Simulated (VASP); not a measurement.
Method: PBEsol GGA, VASP's PBE PAW potentials (set 64) (plane waves; VASP).

VASP ran on this input.

INCAR:
```
IBRION = 2   # conjugate gradients
LMAXMIX = 4
EDIFF = 1E-6
ALGO = Normal   # blocked Davidson
NSW = 60
SIGMA = 0.1   # width (eV)
LASPH = .TRUE.
ENCUT = 400
LREAL = .FALSE.
GGA = PS
EDIFFG = -0.01   # ionic stop
PREC = Accurate
NELM = 100   # most electronic steps
SYSTEM = MoS
ISMEAR = 1   # Methfessel-Paxton
LCHARG = .FALSE.
ISIF = 3   # ions, shape and volume
LWAVE = .FALSE.
```

**KPOINTS**
```
Automatic mesh
0
Gamma
10 10 10
0 0 0
```

### POSCAR
```
MoS
1
    0.0000000000     2.9906740000     2.9906740000
    2.9906740000     0.0000000000     2.9906740000
    2.9906740000     2.9906740000     0.0000000000
Mo S
1 1
Direct
  0.0000000000   0.0000000000   0.0000000000
  0.2500000000   0.2500000000   0.2500000000
```

POTCAR, in this order: Mo_sv S (PBE.64 set). Program: vasp_std.

Output

**OSZICAR**
```
       N       E                     dE             d eps       ncg     rms          rms(c)
DAV:   1     0.947962152750E+02    0.94796E+02   -0.94371E+03  1540   0.109E+03
DAV:   2    -0.115578093797E+02   -0.10635E+03   -0.10481E+03  1640   0.279E+02
DAV:   3    -0.152636681574E+02   -0.37059E+01   -0.36220E+01  1688   0.464E+01
DAV:   4    -0.153097196488E+02   -0.46051E-01   -0.46036E-01  1484   0.536E+00
DAV:   5    -0.153105284992E+02   -0.80885E-03   -0.80881E-03  1688   0.676E-01    0.870E+00
DAV:   6    -0.145340327255E+02    0.77650E+00   -0.65133E+00  1340   0.166E+01    0.379E+00
DAV:   7    -0.144215278452E+02    0.11250E+00   -0.62183E-01  1422   0.578E+00    0.227E+00
DAV:   8    -0.144094848766E+02    0.12043E-01   -0.42007E-02  1544   0.169E+00    0.414E-01
DAV:   9    -0.144092861439E+02    0.19873E-03   -0.13817E-03  1582   0.311E-01    0.289E-01
DAV:  10    -0.144093572320E+02   -0.71088E-04   -0.69088E-04  1430   0.187E-01    0.473E-02
DAV:  11    -0.144093546421E+02    0.25898E-05   -0.11375E-04  1460   0.833E-02    0.216E-02
DAV:  12    -0.144093540058E+02    0.63631E-06   -0.79088E-06  1472   0.202E-02
   1 F= -.14409354E+02 E0= -.14409920E+02  d E =-.144094E+02
       N       E                     dE             d eps       ncg     rms          rms(c)
DAV:   1    -0.103434081990E+03   -0.89025E+02   -0.21003E+03  1334   0.459E+02    0.173E+02
DAV:   2    -0.234906829446E+02    0.79943E+02   -0.21406E+02  1316   0.185E+02    0.214E+01
DAV:   3    -0.155747797306E+02    0.79159E+01   -0.23401E+01  1522   0.490E+01    0.320E+01
DAV:   4    -0.148999256921E+02    0.67485E+00   -0.54386E+00  1406   0.181E+01    0.930E+00
DAV:   5    -0.147193456759E+02    0.18058E+00   -0.42615E-01  1634   0.685E+00    0.840E+00
DAV:   6    -0.146812649185E+02    0.38081E-01   -0.59302E-02  1454   0.190E+00    0.497E+00
DAV:   7    -0.146546453055E+02    0.26620E-01   -0.11800E-01  1472   0.324E+00    0.642E-01
DAV:   8    -0.146545081127E+02    0.13719E-03   -0.67824E-03  1664   0.668E-01    0.347E-01
DAV:   9    -0.146544099831E+02    0.98130E-04   -0.19048E-04  1388   0.111E-01    0.147E-01
DAV:  10    -0.146543965222E+02    0.13461E-04   -0.59775E-05  1484   0.569E-02    0.990E-03
DAV:  11    -0.146543965900E+02   -0.67731E-07   -0.18906E-06  1070   0.112E-02
   2 F= -.14654397E+02 E0= -.14654458E+02  d E =-.245043E+00
       N       E                     dE             d eps       ncg     rms          rms(c)
DAV:   1    -0.359760601764E+02   -0.21322E+02   -0.46606E+02  1328   0.265E+02    0.407E+01
DAV:   2    -0.195934686392E+02    0.16383E+02   -0.15324E+02  1322   0.106E+02    0.277E+01
DAV:   3    -0.167064824477E+02    0.28870E+01   -0.63036E+00  1436   0.205E+01    0.173E+01
DAV:   4    -0.163815846832E+02    0.32490E+00   -0.54787E+00  1328   0.134E+01    0.662E+00
DAV:   5    -0.161897197420E+02    0.19186E+00   -0.61602E-01  1424   0.573E+00    0.427E+00
DAV:   6    -0.161975688509E+02   -0.78491E-02   -0.26658E-02  1508   0.130E+00    0.209E+00
DAV:   7    -0.161963870012E+02    0.11818E-02   -0.19058E-02  1610   0.109E+00    0.315E-01
DAV:   8    -0.161964171049E+02   -0.30104E-04   -0.36352E-04  1490   0.166E-01    0.124E-01
DAV:   9    -0.161963895276E+02    0.27577E-04   -0.20569E-05  1580   0.340E-02    0.662E-02
DAV:  10    -0.161963659759E+02    0.23552E-04   -0.13443E-04  1376   0.824E-02    0.298E-02
DAV:  11    -0.161963659713E+02    0.46621E-08   -0.23641E-06  1472   0.135E-02
   3 F= -.16196366E+02 E0= -.16196077E+02  d E =-.178701E+01
       N       E                     dE             d eps       ncg     rms          rms(c)
DAV:   1    -0.162386903056E+02   -0.42324E-01   -0.89090E-01  1346   0.109E+01    0.204E+00
DAV:   2    -0.162043233482E+02    0.34367E-01   -0.16133E-01  1340   0.379E+00    0.381E-01
DAV:   3    -0.162015437599E+02    0.27796E-02   -0.62377E-03  1436   0.579E-01    0.153E-01
DAV:   4    -0.162012434728E+02    0.30029E-03   -0.20555E-03  1490   0.414E-01    0.139E-01
DAV:   5    -0.162012836512E+02   -0.40178E-04   -0.37579E-05  1598   0.557E-02    0.763E-02
DAV:   6    -0.162013049388E+02   -0.21288E-04   -0.31801E-05  1478   0.471E-02    0.108E-02
DAV:   7    -0.162013053822E+02   -0.44339E-06   -0.15416E-06  1098   0.910E-03
   4 F= -.16201305E+02 E0= -.16200967E+02  d E =-.179195E+01
       N       E                     dE             d eps       ncg     rms          rms(c)
DAV:   1    -0.162165858331E+02   -0.15281E-01   -0.35536E-01  1346   0.688E+00    0.130E+00
DAV:   2    -0.162028929005E+02    0.13693E-01   -0.64332E-02  1340   0.240E+00    0.242E-01
DAV:   3    -0.162017819126E+02    0.11110E-02   -0.24800E-03  1442   0.366E-01    0.965E-02
DAV:   4    -0.162016639961E+02    0.11792E-03   -0.82450E-04  1472   0.262E-01    0.868E-02
DAV:   5    -0.162016815133E+02   -0.17517E-04   -0.15095E-05  1628   0.352E-02    0.486E-02
DAV:   6    -0.162016922195E+02   -0.10706E-04   -0.13109E-05  1454   0.300E-02    0.702E-03
DAV:   7    -0.162016925478E+02   -0.32823E-06   -0.69994E-07   790   0.613E-03
   5 F= -.16201693E+02 E0= -.16201324E+02  d E =-.179234E+01
       N       E                     dE             d eps       ncg     rms          rms(c)
DAV:   1    -0.162099395926E+02   -0.82474E-02   -0.19820E-01  1346   0.515E+00    0.942E-01
DAV:   2    -0.162023251691E+02    0.76144E-02   -0.36726E-02  1340   0.180E+00    0.180E-01
DAV:   3    -0.162016789042E+02    0.64626E-03   -0.14436E-03  1436   0.276E-01    0.713E-02
DAV:   4    -0.162016037917E+02    0.75112E-04   -0.47929E-04  1448   0.198E-01    0.614E-02
DAV:   5    -0.162016072101E+02   -0.34183E-05   -0.90528E-06  1646   0.268E-02    0.359E-02
DAV:   6    -0.162016064050E+02    0.80505E-06   -0.77445E-06  1436   0.225E-02
   6 F= -.16201606E+02 E0= -.16201260E+02  d E =0.861427E-04
       N       E                     dE             d eps       ncg     rms          rms(c)
DAV:   1    -0.162045811432E+02   -0.29739E-02   -0.66280E-02  1346   0.297E+00    0.555E-01
DAV:   2    -0.162020229869E+02    0.25582E-02   -0.12131E-02  1340   0.104E+00    0.104E-01
DAV:   3    -0.162018147769E+02    0.20821E-03   -0.46925E-04  1442   0.159E-01    0.416E-02
DAV:   4    -0.162017943270E+02    0.20450E-04   -0.15575E-04  1454   0.114E-01    0.367E-02
DAV:   5    -0.162017987537E+02   -0.44266E-05   -0.29198E-06  1640   0.154E-02    0.207E-02
DAV:   6    -0.162018021025E+02   -0.33488E-05   -0.24823E-06  1376   0.129E-02    0.307E-03
DAV:   7    -0.162018022651E+02   -0.16261E-06   -0.14511E-07   658   0.281E-03
   7 F= -.16201802E+02 E0= -.16201443E+02  d E =-.109717E-03
```

File OUTCAR:
```
------------------------ aborting loop because EDIFF is reached ----------------------------------------
  FORCE on cell =-STRESS in cart. coord.  units (eV):
  Direction    XX          YY          ZZ          XY          YZ          ZX
  --------------------------------------------------------------------------------------
  Total        0.0018061      0.0018061      0.0018061      0.0000000     -0.0000000      0.0000000
  in kB        0.0787892      0.0787892      0.0787892      0.0000000     -0.0000000      0.0000000
  external PRESSURE =       0.0787892 kB  Pullay stress =       0.0000000 kB
  volume of cell :       36.73
      direct lattice vectors                 reciprocal lattice vectors
     0.000000000  2.638260302  2.638260302    -0.189518828  0.189518828  0.189518828
     2.638260302  0.000000000  2.638260302     0.189518828 -0.189518828  0.189518828
     2.638260302  2.638260302  0.000000000     0.189518828  0.189518828 -0.189518828
 POSITION                                       TOTAL-FORCE (eV/Angst)
 -----------------------------------------------------------------------------------
      0.00000      0.00000      0.00000         0.000000      0.000000     -0.000000
      1.31913      1.31913      1.31913        -0.000000     -0.000000      0.000000
 -----------------------------------------------------------------------------------
    total drift:                               -0.000000     -0.000000     -0.000000
  FREE ENERGIE OF THE ION-ELECTRON SYSTEM (eV)
  ---------------------------------------------------
  free  energy   TOTEN  =       -16.2018022651 eV

  energy  without entropy=      -16.2007248068  energy(sigma->0) =      -16.20144311

 reached required accuracy - stopping structural energy minimisation
```
(Selected blocks of OUTCAR.)

**CONTCAR**
```
MoS
   1.00000000000000
     0.0000000000000000    2.6382603022605435    2.6382603022605435
     2.6382603022605435    0.0000000000000000    2.6382603022605435
     2.6382603022605435    2.6382603022605435    0.0000000000000000
  Mo              S
     1     1
Direct
     0.0000000000000000    0.0000000000000000    0.0000000000000000
     0.2500000000000000    0.2500000000000000    0.2500000000000000
```

### OUTCAR
```
 val. band max:        8.2821268271   @ k =   0.5000   0.4000   0.0000

 cond. band min:       8.2922096372   @ k =   0.5000   0.3000   0.0000


 Fermi energy:         8.2862681900

 k-point     1 :       0.0000    0.0000    0.0000
  band No.  band energies     occupation
      1     -52.4288      2.00000
      2     -26.6149      2.00000
      3     -26.6149      2.00000
      4     -26.6149      2.00000
      5      -6.8252      2.00000
      6       2.4966      2.00000
      7       2.4966      2.00000
      8       2.4966      2.00000
      9       7.5608      2.00000
     10       7.5608      2.00000
     11       9.8455     -0.00000
     12      12.9349      0.00000
     13      12.9349      0.00000
     14      12.9349      0.00000

 k-point     2 :       0.1000    0.0000    0.0000
  band No.  band energies     occupation
      1     -52.4281      2.00000
      2     -26.6272      2.00000
      3     -26.6166      2.00000
      4     -26.6166      2.00000
      5      -6.7427      2.00000
      6       2.3864      2.00000
      7       2.5527      2.00000
      8       2.5527      2.00000
      9       7.5066      2.00000
     10       7.5066      2.00000
     11      10.2019     -0.00000
     12      12.5937      0.00000
     13      12.9461      0.00000
     14      12.9461      0.00000

 k-point     3 :       0.2000    0.0000    0.0000
  band No.  band energies     occupation
      1     -52.4262      2.00000
      2     -26.6592      2.00000
      3     -26.6211      2.00000
      4     -26.6211      2.00000
      5      -6.5255      2.00000
      6       2.1746      2.00000
      7       2.6924      2.00000
      8       2.6924      2.00000
      9       7.4425      2.00000
     10       7.4425      2.00000
     11      10.6630      0.00000
     12      12.1380      0.00000
     13      12.7340      0.00000
     14      12.7340      0.00000

 k-point     4 :       0.3000    0.0000    0.0000
  band No.  band energies     occupation
...
```

Energy and stress use the plane-wave basis of the starting cell.

The structure was generated: MoS was put into the zinc blende type (F-43m), which need not be its known phase. This run relaxes it. Symmetry was kept, so distortions that lower it aren't found.
